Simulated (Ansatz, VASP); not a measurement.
## One calculation of LaScF2, two programs

```
CELL_PARAMETERS angstrom
3.71014 0.00000 0.00000
-1.85507 3.21308 0.00000
0.00000 0.00000 8.70337
ATOMIC_POSITIONS crystal
La 0.00000 0.00000 0.50000
Sc 0.00000 0.00000 0.00000
F 0.00000 0.00000 0.22979
F 0.00000 0.00000 0.77021
```

Alike in both runs: functional PBE; k mesh 6 × 6 × 2; occupations gaussian, width 0.1 eV; no spin polarisation.

Ansatz relaxed the structure, and its values are those at the end. VASP's run is a single point on that final structure, the one shown.

```csv
,VASP,Ansatz
version,VASP 6.6.1,Ansatz 0.2.0
potentials or method,"VASP PAW PBE potentials, release 64 (La, Sc_sv, F)","scalar-relativistic, plane waves, PAW"
plane-wave cutoff (eV),520,420
valence electrons in the cell,36,36
```

|  | VASP | Ansatz | Ansatz less VASP |
| --- | --- | --- | --- |
| gap on the k mesh at the Fermi level (eV) | none | none | - |
| pressure (GPa) | 0.1 | 0.0 | -0.05 |
| rms of the force components (eV/Å) | 0.047 | 0.001 | -0.0463 |

A gap of «none» marks a metal or a gap that the smearing closes. The functional is the same, so the differences come from potentials, cutoffs and numerics.

Caveats: the k mesh is coarse (spacing up to 0.36 Å⁻¹), so the values aren't converged. Spin-orbit coupling is left out, which matters for the levels of La.
